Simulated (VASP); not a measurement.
Calculation: PBE GGA, VASP's PBE PAW potentials (set 64) (plane waves; VASP).

The input files of a VASP run:

### INCAR
```
# general
SYSTEM  = CsSnI3
PREC    = Accurate
ENCUT   = 500
LREAL   = .FALSE.
LASPH   = .TRUE.   # aspherical one-centre terms

# electronic loop
EDIFF   = 1E-6   # SCF stop (eV)
NELM    = 100   # most electronic steps
ALGO    = Normal
LMAXMIX = 4

# smearing
ISMEAR  = 0   # Gaussian
SIGMA   = 0.05   # width (eV)

# functional
GGA     = PE

# ions
IBRION  = 2   # conjugate gradients
NSW     = 40   # most ionic steps
ISIF    = 3   # ions, shape and volume
EDIFFG  = -0.02   # ionic stop
PSTRESS = 100   # kbar

# output
LWAVE   = .FALSE.
LCHARG  = .FALSE.
```

### POSCAR
```
CsSnI3
1
    5.8601981349    -0.0000000000     0.0000000000
    0.0000000000     5.8601981349    -0.0000000000
    0.0000000000     0.0000000000     5.8601981349
Cs Sn I
1 1 3
Direct
  0.0000000000   0.0000000000   0.0000000000
  0.5000000000   0.5000000000   0.5000000000
  0.5000000000   0.0000000000   0.5000000000
  0.0000000000   0.5000000000   0.5000000000
  0.5000000000   0.5000000000   0.0000000000
```

KPOINTS:
```
Automatic mesh
0
Gamma
4 4 4
0 0 0
```

POTCAR, in this order: Cs_sv Sn_d I (PBE.64 set). Program: vasp_std.

Energy and stress use the plane-wave basis of the starting cell. Unless said otherwise, spin-orbit coupling is left out, though it shifts the bands of the heavy elements here.

Problem. What does the run give for the energy per atom (σ→0), volume per atom, band gap (on the k-mesh)?

Solution. 
The energy per atom (σ→0) is -2.481 eV/atom. The band gap (on the k-mesh) comes out as none (metal, semimetal or under 0.01 eV) and the volume per atom is 36.51 Å^3/atom.

### OSZICAR
```
...
DAV:   4    -0.124094891752E+02    0.11419E-01   -0.37906E-02   714   0.131E+00    0.117E+00
DAV:   5    -0.124051793262E+02    0.43098E-02   -0.57506E-03   742   0.573E-01    0.222E-01
DAV:   6    -0.124050362169E+02    0.14311E-03   -0.11772E-03   676   0.341E-01    0.641E-02
DAV:   7    -0.124050432137E+02   -0.69969E-05   -0.69211E-05   666   0.509E-02    0.113E-02
DAV:   8    -0.124050467050E+02   -0.34912E-05   -0.60440E-06   570   0.141E-02    0.352E-03
DAV:   9    -0.124050480934E+02   -0.13885E-05   -0.11441E-06   398   0.953E-03    0.139E-03
DAV:  10    -0.124050486635E+02   -0.57006E-06   -0.24290E-07   316   0.396E-03
   3 F= -.10127025E+01 E0= -.10120817E+01  d E =-.285597E+00
```

The compound is CsSnI3 in the cubic perovskite structure, the ideal cubic form; the compound distorts at low or room temperature. This run relaxes it under an external pressure of 10 GPa. Symmetry was kept, so distortions that lower it aren't found.
